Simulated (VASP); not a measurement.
Input:

```
CELL_PARAMETERS angstrom
      0.00000     2.97688     2.97688
      2.97688     0.00000     2.97688
      2.97688     2.97688     0.00000
ATOMIC_POSITIONS crystal
  Ca 0.00000 0.00000 0.00000
  Se 0.50000 0.50000 0.50000
```

Calculation: TPSS meta-GGA, VASP's PBE PAW potentials (set 64) (plane waves; VASP). Numerical set-up: 520 eV cut-off, 9×9×9 Γ-centred mesh, tetrahedra with Blöchl corrections, potentials Ca_sv Se.

Task: Give the energies of bands 6 to 11 at the high-symmetry points, in eV from the valence-band maximum.

Result: 
```tsv
band	Γ	X	U	L	W
6	0.00	-2.54	-2.26	-3.24	-1.98
7	0.00	-0.93	-2.02	-1.15	-1.98
8	0.00	-0.93	-1.09	-1.15	-1.63
9	3.46	2.17	3.42	4.55	4.56
10	3.92	5.30	5.91	5.66	4.56
11	3.92	5.31	5.93	5.73	5.51
```

The gap is indirect, 2.16 eV, from the valence maximum at Γ to the conduction minimum at X.

Measured: gap 3.85 eV (computed value off by -1.69 eV), as given by Abedi et al., (2022), arXiv:2211.14644.

The compound is CaSe in the rock salt structure. It was relaxed first.
